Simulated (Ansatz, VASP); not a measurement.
# Cross-check of Sn between VASP and Ansatz, part 2 of 3

Wanted: the spread between two codes on one cell, functional and k mesh. The cell is taken from a series of runs on this material, whose earlier steps may have relaxed, scaled, displaced or heated it; both programs get it as it stands.

VASP 6.6.1 and Ansatz 0.2.0.

So far: The structure; Ansatz: zone-centre phonons, PBEsol.

## 3. VASP: zone-centre phonons, PBEsol

Level of this step: PBEsol; plane waves and PAW (Sn_d) (VASP).

The same cell, functional, mesh and smearing now go to VASP, with its own data sets.

Lines of VASP's logs that name or quote its potential files are left out, and so is its time.

Contents of INCAR:

```
SYSTEM = Sn
PREC = Accurate
ENCUT = 500
EDIFF = 1E-08
NELM = 120
ISMEAR = 0
SIGMA = 0.015
LREAL = .FALSE.
ALGO = Normal
GGA = PS
NBANDS = 20
LORBIT = 11
LWAVE = .FALSE.
LCHARG = .FALSE.
ISIF = 2
ISYM = 2
IBRION = 8
LASPH = .TRUE.
GGA_COMPAT = .FALSE.
KPAR = 2
```

Contents of POSCAR:

```
Sn
1.0
    0.0338982293      3.3011623153      3.2384662810
    3.3011623153      0.0338982293      3.2384662810
    3.3350605446      3.3350605446      0.0000000000
Sn
2
Direct
    0.5016915743      0.5016915743      0.4982484146
    0.7483084257      0.7483084257      0.7517515854
```

Contents of KPOINTS:

```
Points of the shifted mesh
1728
Reciprocal
 0.0416666667  0.0416666667  0.0416666667 1
 0.0416666667  0.0416666667  0.1250000000 1
 0.0416666667  0.0416666667  0.2083333333 1
 0.0416666667  0.0416666667  0.2916666667 1
 0.0416666667  0.0416666667  0.3750000000 1
 0.0416666667  0.0416666667  0.4583333333 1
 0.0416666667  0.0416666667  0.5416666667 1
 0.0416666667  0.0416666667  0.6250000000 1
 0.0416666667  0.0416666667  0.7083333333 1
 0.0416666667  0.0416666667  0.7916666667 1
 0.0416666667  0.0416666667  0.8750000000 1
 0.0416666667  0.0416666667  0.9583333333 1
 0.0416666667  0.1250000000  0.0416666667 1
 0.0416666667  0.1250000000  0.1250000000 1
 0.0416666667  0.1250000000  0.2083333333 1
 0.0416666667  0.1250000000  0.2916666667 1
 0.0416666667  0.1250000000  0.3750000000 1
 0.0416666667  0.1250000000  0.4583333333 1
 0.0416666667  0.1250000000  0.5416666667 1
 0.0416666667  0.1250000000  0.6250000000 1
 0.0416666667  0.1250000000  0.7083333333 1
 0.0416666667  0.1250000000  0.7916666667 1
 0.0416666667  0.1250000000  0.8750000000 1
 0.0416666667  0.1250000000  0.9583333333 1
 0.0416666667  0.2083333333  0.0416666667 1
 0.0416666667  0.2083333333  0.1250000000 1
 0.0416666667  0.2083333333  0.2083333333 1
 0.0416666667  0.2083333333  0.2916666667 1
 0.0416666667  0.2083333333  0.3750000000 1
 0.0416666667  0.2083333333  0.4583333333 1
 0.0416666667  0.2083333333  0.5416666667 1
 0.0416666667  0.2083333333  0.6250000000 1
 0.0416666667  0.2083333333  0.7083333333 1
 0.0416666667  0.2083333333  0.7916666667 1
 0.0416666667  0.2083333333  0.8750000000 1
 0.0416666667  0.2083333333  0.9583333333 1
 0.0416666667  0.2916666667  0.0416666667 1
 0.0416666667  0.2916666667  0.1250000000 1
 0.0416666667  0.2916666667  0.2083333333 1
 0.0416666667  0.2916666667  0.2916666667 1
 0.0416666667  0.2916666667  0.3750000000 1
 0.0416666667  0.2916666667  0.4583333333 1
 0.0416666667  0.2916666667  0.5416666667 1
 0.0416666667  0.2916666667  0.6250000000 1
 0.0416666667  0.2916666667  0.7083333333 1
 0.0416666667  0.2916666667  0.7916666667 1
 0.0416666667  0.2916666667  0.8750000000 1
 0.0416666667  0.2916666667  0.9583333333 1
 0.0416666667  0.3750000000  0.0416666667 1
 0.0416666667  0.3750000000  0.1250000000 1
 0.0416666667  0.3750000000  0.2083333333 1
 0.0416666667  0.3750000000  0.2916666667 1
 0.0416666667  0.3750000000  0.3750000000 1
 0.0416666667  0.3750000000  0.4583333333 1
 0.0416666667  0.3750000000  0.5416666667 1
 0.0416666667  0.3750000000  0.6250000000 1
 0.0416666667  0.3750000000  0.7083333333 1
 0.0416666667  0.3750000000  0.7916666667 1
 0.0416666667  0.3750000000  0.8750000000 1
 0.0416666667  0.3750000000  0.9583333333 1
 0.0416666667  0.4583333333  0.0416666667 1
 0.0416666667  0.4583333333  0.1250000000 1
 0.0416666667  0.4583333333  0.2083333333 1
 0.0416666667  0.4583333333  0.2916666667 1
 0.0416666667  0.4583333333  0.3750000000 1
 0.0416666667  0.4583333333  0.4583333333 1
 0.0416666667  0.4583333333  0.5416666667 1
 0.0416666667  0.4583333333  0.6250000000 1
 0.0416666667  0.4583333333  0.7083333333 1
 0.0416666667  0.4583333333  0.7916666667 1
 0.0416666667  0.4583333333  0.8750000000 1
 0.0416666667  0.4583333333  0.9583333333 1
 0.0416666667  0.5416666667  0.0416666667 1
 0.0416666667  0.5416666667  0.1250000000 1
 0.0416666667  0.5416666667  0.2083333333 1
 0.0416666667  0.5416666667  0.2916666667 1
 0.0416666667  0.5416666667  0.3750000000 1
 0.0416666667  0.5416666667  0.4583333333 1
 0.0416666667  0.5416666667  0.5416666667 1
 0.0416666667  0.5416666667  0.6250000000 1
 0.0416666667  0.5416666667  0.7083333333 1
 0.0416666667  0.5416666667  0.7916666667 1
 0.0416666667  0.5416666667  0.8750000000 1
 0.0416666667  0.5416666667  0.9583333333 1
 0.0416666667  0.6250000000  0.0416666667 1
 0.0416666667  0.6250000000  0.1250000000 1
 0.0416666667  0.6250000000  0.2083333333 1
 0.0416666667  0.6250000000  0.2916666667 1
 0.0416666667  0.6250000000  0.3750000000 1
 0.0416666667  0.6250000000  0.4583333333 1
 0.0416666667  0.6250000000  0.5416666667 1
 0.0416666667  0.6250000000  0.6250000000 1
 0.0416666667  0.6250000000  0.7083333333 1
 0.0416666667  0.6250000000  0.7916666667 1
 0.0416666667  0.6250000000  0.8750000000 1
 0.0416666667  0.6250000000  0.9583333333 1
 0.0416666667  0.7083333333  0.0416666667 1
 0.0416666667  0.7083333333  0.1250000000 1
 0.0416666667  0.7083333333  0.2083333333 1
 0.0416666667  0.7083333333  0.2916666667 1
 0.0416666667  0.7083333333  0.3750000000 1
 0.0416666667  0.7083333333  0.4583333333 1
 0.0416666667  0.7083333333  0.5416666667 1
 0.0416666667  0.7083333333  0.6250000000 1
 0.0416666667  0.7083333333  0.7083333333 1
 0.0416666667  0.7083333333  0.7916666667 1
 0.0416666667  0.7083333333  0.8750000000 1
 0.0416666667  0.7083333333  0.9583333333 1
 0.0416666667  0.7916666667  0.0416666667 1
 0.0416666667  0.7916666667  0.1250000000 1
 0.0416666667  0.7916666667  0.2083333333 1
 0.0416666667  0.7916666667  0.2916666667 1
[... 1390 lines left out ...]
 0.8750000000  0.4583333333  0.1250000000 1
 0.8750000000  0.4583333333  0.2083333333 1
 0.8750000000  0.4583333333  0.2916666667 1
 0.8750000000  0.4583333333  0.3750000000 1
 0.8750000000  0.4583333333  0.4583333333 1
 0.8750000000  0.4583333333  0.5416666667 1
 0.8750000000  0.4583333333  0.6250000000 1
 0.8750000000  0.4583333333  0.7083333333 1
 0.8750000000  0.4583333333  0.7916666667 1
 0.8750000000  0.4583333333  0.8750000000 1
 0.8750000000  0.4583333333  0.9583333333 1
 0.8750000000  0.5416666667  0.0416666667 1
 0.8750000000  0.5416666667  0.1250000000 1
 0.8750000000  0.5416666667  0.2083333333 1
 0.8750000000  0.5416666667  0.2916666667 1
 0.8750000000  0.5416666667  0.3750000000 1
 0.8750000000  0.5416666667  0.4583333333 1
 0.8750000000  0.5416666667  0.5416666667 1
 0.8750000000  0.5416666667  0.6250000000 1
 0.8750000000  0.5416666667  0.7083333333 1
 0.8750000000  0.5416666667  0.7916666667 1
 0.8750000000  0.5416666667  0.8750000000 1
 0.8750000000  0.5416666667  0.9583333333 1
 0.8750000000  0.6250000000  0.0416666667 1
 0.8750000000  0.6250000000  0.1250000000 1
 0.8750000000  0.6250000000  0.2083333333 1
 0.8750000000  0.6250000000  0.2916666667 1
 0.8750000000  0.6250000000  0.3750000000 1
 0.8750000000  0.6250000000  0.4583333333 1
 0.8750000000  0.6250000000  0.5416666667 1
 0.8750000000  0.6250000000  0.6250000000 1
 0.8750000000  0.6250000000  0.7083333333 1
 0.8750000000  0.6250000000  0.7916666667 1
 0.8750000000  0.6250000000  0.8750000000 1
 0.8750000000  0.6250000000  0.9583333333 1
 0.8750000000  0.7083333333  0.0416666667 1
 0.8750000000  0.7083333333  0.1250000000 1
 0.8750000000  0.7083333333  0.2083333333 1
 0.8750000000  0.7083333333  0.2916666667 1
 0.8750000000  0.7083333333  0.3750000000 1
 0.8750000000  0.7083333333  0.4583333333 1
 0.8750000000  0.7083333333  0.5416666667 1
 0.8750000000  0.7083333333  0.6250000000 1
 0.8750000000  0.7083333333  0.7083333333 1
 0.8750000000  0.7083333333  0.7916666667 1
 0.8750000000  0.7083333333  0.8750000000 1
 0.8750000000  0.7083333333  0.9583333333 1
 0.8750000000  0.7916666667  0.0416666667 1
 0.8750000000  0.7916666667  0.1250000000 1
 0.8750000000  0.7916666667  0.2083333333 1
 0.8750000000  0.7916666667  0.2916666667 1
 0.8750000000  0.7916666667  0.3750000000 1
 0.8750000000  0.7916666667  0.4583333333 1
 0.8750000000  0.7916666667  0.5416666667 1
 0.8750000000  0.7916666667  0.6250000000 1
 0.8750000000  0.7916666667  0.7083333333 1
 0.8750000000  0.7916666667  0.7916666667 1
 0.8750000000  0.7916666667  0.8750000000 1
 0.8750000000  0.7916666667  0.9583333333 1
 0.8750000000  0.8750000000  0.0416666667 1
 0.8750000000  0.8750000000  0.1250000000 1
 0.8750000000  0.8750000000  0.2083333333 1
 0.8750000000  0.8750000000  0.2916666667 1
 0.8750000000  0.8750000000  0.3750000000 1
 0.8750000000  0.8750000000  0.4583333333 1
 0.8750000000  0.8750000000  0.5416666667 1
 0.8750000000  0.8750000000  0.6250000000 1
 0.8750000000  0.8750000000  0.7083333333 1
 0.8750000000  0.8750000000  0.7916666667 1
 0.8750000000  0.8750000000  0.8750000000 1
 0.8750000000  0.8750000000  0.9583333333 1
 0.8750000000  0.9583333333  0.0416666667 1
 0.8750000000  0.9583333333  0.1250000000 1
 0.8750000000  0.9583333333  0.2083333333 1
 0.8750000000  0.9583333333  0.2916666667 1
 0.8750000000  0.9583333333  0.3750000000 1
 0.8750000000  0.9583333333  0.4583333333 1
 0.8750000000  0.9583333333  0.5416666667 1
 0.8750000000  0.9583333333  0.6250000000 1
 0.8750000000  0.9583333333  0.7083333333 1
 0.8750000000  0.9583333333  0.7916666667 1
 0.8750000000  0.9583333333  0.8750000000 1
 0.8750000000  0.9583333333  0.9583333333 1
 0.9583333333  0.0416666667  0.0416666667 1
 0.9583333333  0.0416666667  0.1250000000 1
 0.9583333333  0.0416666667  0.2083333333 1
 0.9583333333  0.0416666667  0.2916666667 1
 0.9583333333  0.0416666667  0.3750000000 1
 0.9583333333  0.0416666667  0.4583333333 1
 0.9583333333  0.0416666667  0.5416666667 1
 0.9583333333  0.0416666667  0.6250000000 1
 0.9583333333  0.0416666667  0.7083333333 1
 0.9583333333  0.0416666667  0.7916666667 1
 0.9583333333  0.0416666667  0.8750000000 1
 0.9583333333  0.0416666667  0.9583333333 1
 0.9583333333  0.1250000000  0.0416666667 1
 0.9583333333  0.1250000000  0.1250000000 1
 0.9583333333  0.1250000000  0.2083333333 1
 0.9583333333  0.1250000000  0.2916666667 1
 0.9583333333  0.1250000000  0.3750000000 1
 0.9583333333  0.1250000000  0.4583333333 1
 0.9583333333  0.1250000000  0.5416666667 1
 0.9583333333  0.1250000000  0.6250000000 1
 0.9583333333  0.1250000000  0.7083333333 1
 0.9583333333  0.1250000000  0.7916666667 1
 0.9583333333  0.1250000000  0.8750000000 1
 0.9583333333  0.1250000000  0.9583333333 1
 0.9583333333  0.2083333333  0.0416666667 1
 0.9583333333  0.2083333333  0.1250000000 1
 0.9583333333  0.2083333333  0.2083333333 1
 0.9583333333  0.2083333333  0.2916666667 1
 0.9583333333  0.2083333333  0.3750000000 1
 0.9583333333  0.2083333333  0.4583333333 1
 0.9583333333  0.2083333333  0.5416666667 1
 0.9583333333  0.2083333333  0.6250000000 1
 0.9583333333  0.2083333333  0.7083333333 1
 0.9583333333  0.2083333333  0.7916666667 1
 0.9583333333  0.2083333333  0.8750000000 1
 0.9583333333  0.2083333333  0.9583333333 1
 0.9583333333  0.2916666667  0.0416666667 1
 0.9583333333  0.2916666667  0.1250000000 1
 0.9583333333  0.2916666667  0.2083333333 1
 0.9583333333  0.2916666667  0.2916666667 1
 0.9583333333  0.2916666667  0.3750000000 1
 0.9583333333  0.2916666667  0.4583333333 1
 0.9583333333  0.2916666667  0.5416666667 1
 0.9583333333  0.2916666667  0.6250000000 1
 0.9583333333  0.2916666667  0.7083333333 1
 0.9583333333  0.2916666667  0.7916666667 1
 0.9583333333  0.2916666667  0.8750000000 1
 0.9583333333  0.2916666667  0.9583333333 1
 0.9583333333  0.3750000000  0.0416666667 1
 0.9583333333  0.3750000000  0.1250000000 1
 0.9583333333  0.3750000000  0.2083333333 1
 0.9583333333  0.3750000000  0.2916666667 1
 0.9583333333  0.3750000000  0.3750000000 1
 0.9583333333  0.3750000000  0.4583333333 1
 0.9583333333  0.3750000000  0.5416666667 1
 0.9583333333  0.3750000000  0.6250000000 1
 0.9583333333  0.3750000000  0.7083333333 1
 0.9583333333  0.3750000000  0.7916666667 1
 0.9583333333  0.3750000000  0.8750000000 1
 0.9583333333  0.3750000000  0.9583333333 1
 0.9583333333  0.4583333333  0.0416666667 1
 0.9583333333  0.4583333333  0.1250000000 1
 0.9583333333  0.4583333333  0.2083333333 1
 0.9583333333  0.4583333333  0.2916666667 1
 0.9583333333  0.4583333333  0.3750000000 1
 0.9583333333  0.4583333333  0.4583333333 1
 0.9583333333  0.4583333333  0.5416666667 1
 0.9583333333  0.4583333333  0.6250000000 1
 0.9583333333  0.4583333333  0.7083333333 1
 0.9583333333  0.4583333333  0.7916666667 1
 0.9583333333  0.4583333333  0.8750000000 1
 0.9583333333  0.4583333333  0.9583333333 1
 0.9583333333  0.5416666667  0.0416666667 1
 0.9583333333  0.5416666667  0.1250000000 1
 0.9583333333  0.5416666667  0.2083333333 1
 0.9583333333  0.5416666667  0.2916666667 1
 0.9583333333  0.5416666667  0.3750000000 1
 0.9583333333  0.5416666667  0.4583333333 1
 0.9583333333  0.5416666667  0.5416666667 1
 0.9583333333  0.5416666667  0.6250000000 1
 0.9583333333  0.5416666667  0.7083333333 1
 0.9583333333  0.5416666667  0.7916666667 1
 0.9583333333  0.5416666667  0.8750000000 1
 0.9583333333  0.5416666667  0.9583333333 1
 0.9583333333  0.6250000000  0.0416666667 1
 0.9583333333  0.6250000000  0.1250000000 1
 0.9583333333  0.6250000000  0.2083333333 1
 0.9583333333  0.6250000000  0.2916666667 1
 0.9583333333  0.6250000000  0.3750000000 1
 0.9583333333  0.6250000000  0.4583333333 1
 0.9583333333  0.6250000000  0.5416666667 1
 0.9583333333  0.6250000000  0.6250000000 1
 0.9583333333  0.6250000000  0.7083333333 1
 0.9583333333  0.6250000000  0.7916666667 1
 0.9583333333  0.6250000000  0.8750000000 1
 0.9583333333  0.6250000000  0.9583333333 1
 0.9583333333  0.7083333333  0.0416666667 1
 0.9583333333  0.7083333333  0.1250000000 1
 0.9583333333  0.7083333333  0.2083333333 1
 0.9583333333  0.7083333333  0.2916666667 1
 0.9583333333  0.7083333333  0.3750000000 1
 0.9583333333  0.7083333333  0.4583333333 1
 0.9583333333  0.7083333333  0.5416666667 1
 0.9583333333  0.7083333333  0.6250000000 1
 0.9583333333  0.7083333333  0.7083333333 1
 0.9583333333  0.7083333333  0.7916666667 1
 0.9583333333  0.7083333333  0.8750000000 1
 0.9583333333  0.7083333333  0.9583333333 1
 0.9583333333  0.7916666667  0.0416666667 1
 0.9583333333  0.7916666667  0.1250000000 1
 0.9583333333  0.7916666667  0.2083333333 1
 0.9583333333  0.7916666667  0.2916666667 1
 0.9583333333  0.7916666667  0.3750000000 1
 0.9583333333  0.7916666667  0.4583333333 1
 0.9583333333  0.7916666667  0.5416666667 1
 0.9583333333  0.7916666667  0.6250000000 1
 0.9583333333  0.7916666667  0.7083333333 1
 0.9583333333  0.7916666667  0.7916666667 1
 0.9583333333  0.7916666667  0.8750000000 1
 0.9583333333  0.7916666667  0.9583333333 1
 0.9583333333  0.8750000000  0.0416666667 1
 0.9583333333  0.8750000000  0.1250000000 1
 0.9583333333  0.8750000000  0.2083333333 1
 0.9583333333  0.8750000000  0.2916666667 1
 0.9583333333  0.8750000000  0.3750000000 1
 0.9583333333  0.8750000000  0.4583333333 1
 0.9583333333  0.8750000000  0.5416666667 1
 0.9583333333  0.8750000000  0.6250000000 1
 0.9583333333  0.8750000000  0.7083333333 1
 0.9583333333  0.8750000000  0.7916666667 1
 0.9583333333  0.8750000000  0.8750000000 1
 0.9583333333  0.8750000000  0.9583333333 1
 0.9583333333  0.9583333333  0.0416666667 1
 0.9583333333  0.9583333333  0.1250000000 1
 0.9583333333  0.9583333333  0.2083333333 1
 0.9583333333  0.9583333333  0.2916666667 1
 0.9583333333  0.9583333333  0.3750000000 1
 0.9583333333  0.9583333333  0.4583333333 1
 0.9583333333  0.9583333333  0.5416666667 1
 0.9583333333  0.9583333333  0.6250000000 1
 0.9583333333  0.9583333333  0.7083333333 1
 0.9583333333  0.9583333333  0.7916666667 1
 0.9583333333  0.9583333333  0.8750000000 1
 0.9583333333  0.9583333333  0.9583333333 1
```

PAW data sets: Sn_d (PBE family, release 64).

Command:

```sh
> mpirun -np 2 vasp_std
```

Output:

```text
[banner, memory and clock lines left out]
running    2 mpi-ranks, on    1 nodes
 distrk:  each k-point on    1 cores,    2 groups
 distr:  one band on    1 cores,    1 groups

 POSCAR found type information on POSCAR Sn
 POSCAR found :  1 types and       2 ions
|                                                                             |
|               ----> ADVICE to this user running VASP <----                  |
|                                                                             |
|     You enforced a specific xc type in the INCAR file but a different       |
|     [... a line on the potential file left out ...]
|     I HOPE YOU KNOW WHAT YOU ARE DOING!                                     |
|                                                                             |

 LDA part: xc-table for (Slater+PW92), standard interpolation
 POSCAR, INCAR and KPOINTS ok, starting setup
 FFT: planning ... GRIDC
 FFT: planning ... GRID_SOFT
 FFT: planning ... GRID
 WAVECAR not read
 entering main loop
       N       E                     dE             d eps       ncg     rms          rms(c)
DAV:   1     0.220535484508E+03    0.22054E+03   -0.14754E+04 69548   0.197E+03
DAV:   2     0.147171575209E+02   -0.20582E+03   -0.20207E+03 69332   0.438E+02
DAV:   3    -0.781106399492E+01   -0.22528E+02   -0.22388E+02 79204   0.142E+02
DAV:   4    -0.853166605734E+01   -0.72060E+00   -0.72026E+00 78428   0.286E+01
DAV:   5    -0.855675748204E+01   -0.25091E-01   -0.25091E-01 94948   0.521E+00    0.312E+00
DAV:   6    -0.849074940155E+01    0.66008E-01   -0.43125E-02 93316   0.276E+00    0.177E+00
DAV:   7    -0.845911485764E+01    0.31635E-01   -0.52342E-02 77812   0.259E+00    0.164E-01
DAV:   8    -0.846001202805E+01   -0.89717E-03   -0.69615E-03 76052   0.102E+00    0.538E-02
DAV:   9    -0.846028017796E+01   -0.26815E-03   -0.34515E-04 84896   0.139E-01    0.139E-02
DAV:  10    -0.846029705276E+01   -0.16875E-04   -0.26524E-05 81800   0.464E-02    0.512E-03
DAV:  11    -0.846029910493E+01   -0.20522E-05   -0.36819E-06 87080   0.127E-02    0.134E-03
DAV:  12    -0.846029910013E+01    0.47971E-08   -0.30750E-07 80948   0.476E-03    0.621E-04
DAV:  13    -0.846029911485E+01   -0.14723E-07   -0.31751E-08 68304   0.131E-03    0.181E-04
DAV:  14    -0.846029911444E+01    0.41655E-09   -0.35669E-09 45220   0.628E-04
   1 F= -.84602991E+01 E0= -.84602813E+01  d E =-.356677E-04
 Linear response reoptimize wavefunctions to high precision
DAV:   1    -0.846029911772E+01   -0.32774E-08   -0.13695E-09 48812   0.485E-04
DAV:   2    -0.846029911775E+01   -0.33651E-10   -0.35475E-10 39616   0.202E-04
 Linear response DOF=           2
 Linear response progress:
  Degree of freedom:   1/  2
       N       E                     dE             d eps       ncg     rms          rms(c)
RMM:   1    -0.214297414995E+00   -0.21430E+00    0.53647E-01 86694   0.993E+00
RMM:   2    -0.220925774381E+00   -0.66284E-02   -0.19723E-02121150   0.116E+00    0.685E-02
RMM:   3    -0.221086616629E+00   -0.16084E-03   -0.16134E-03127812   0.322E-01    0.317E-02
RMM:   4    -0.220988537279E+00    0.98079E-04   -0.11287E-04126824   0.972E-02    0.114E-02
RMM:   5    -0.220975799370E+00    0.12738E-04   -0.16064E-05129787   0.329E-02    0.390E-03
RMM:   6    -0.220975869903E+00   -0.70533E-07   -0.13656E-06128694   0.959E-03    0.187E-03
RMM:   7    -0.220974011071E+00    0.18588E-05   -0.29563E-07127872   0.349E-03    0.302E-04
RMM:   8    -0.220971619042E+00    0.23920E-05   -0.48318E-08132549   0.125E-03    0.229E-04
RMM:   9    -0.220969720715E+00    0.18983E-05    0.24102E-08130184   0.522E-04    0.566E-05
RMM:  10    -0.220970129913E+00   -0.40920E-06    0.91231E-08138082   0.215E-04    0.309E-05
RMM:  11    -0.220970092149E+00    0.37764E-07    0.34281E-08132282   0.108E-04    0.647E-06
RMM:  12    -0.220970092416E+00   -0.26689E-09   -0.38868E-08142389   0.577E-05    0.562E-06
 first order change of Fermi-energy   0.35954E+00
 force on displaced ion       1 direction 1 :  -7.025  -0.055  -0.024
 Linear response progress:
  Degree of freedom:   2/  2
       N       E                     dE             d eps       ncg     rms          rms(c)
RMM:   1    -0.214145075256E+00   -0.21415E+00    0.55616E-01 86656   0.100E+01
RMM:   2    -0.220793482978E+00   -0.66484E-02   -0.19651E-02121110   0.116E+00    0.689E-02
RMM:   3    -0.220969140139E+00   -0.17566E-03   -0.16129E-03127743   0.322E-01    0.320E-02
RMM:   4    -0.220883272846E+00    0.85867E-04   -0.11285E-04127189   0.970E-02    0.116E-02
RMM:   5    -0.220873068884E+00    0.10204E-04   -0.16328E-05129564   0.330E-02    0.383E-03
RMM:   6    -0.220871972676E+00    0.10962E-05   -0.15123E-06128760   0.966E-03    0.198E-03
RMM:   7    -0.220868946928E+00    0.30257E-05   -0.29007E-07127570   0.351E-03    0.249E-04
RMM:   8    -0.220867030428E+00    0.19165E-05   -0.75905E-08132973   0.125E-03    0.224E-04
RMM:   9    -0.220864814382E+00    0.22160E-05   -0.15700E-08129133   0.538E-04    0.602E-05
RMM:  10    -0.220865320620E+00   -0.50624E-06    0.35408E-09137372   0.221E-04    0.340E-05
RMM:  11    -0.220865345006E+00   -0.24385E-07    0.34744E-08133168   0.109E-04    0.620E-06
RMM:  12    -0.220865326521E+00    0.18485E-07    0.32799E-08142361   0.580E-05    0.620E-06
RMM:  13    -0.220865307186E+00    0.19335E-07    0.24056E-08137060   0.354E-05    0.339E-06
RMM:  14    -0.220865292549E+00    0.14637E-07    0.15953E-08140292   0.246E-05    0.199E-06
RMM:  15    -0.220865272710E+00    0.19839E-07    0.78098E-09131054   0.197E-05    0.391E-07
RMM:  16    -0.220865270729E+00    0.19807E-08    0.36514E-09 94102   0.166E-05    0.341E-07
 first order change of Fermi-energy  -0.17716E+00
 force on displaced ion       1 direction 3 :  -0.028  -0.028  -6.600
 Linear response finished
```

(Continued in part 3 of 3.)

[Lines on the potential files, build, host, timing and source positions are cut from VASP's logs without a mark.]

[Logs are printed without paths, hosts, clocks, repeated set-up lines and the standing remarks that a program may print on its own settings, such as how far it seeks lower states.]

[Hosts, paths, dates, database ids (printed as entryN), source tags and the programs' standing remarks are cut or masked in the printed files.]
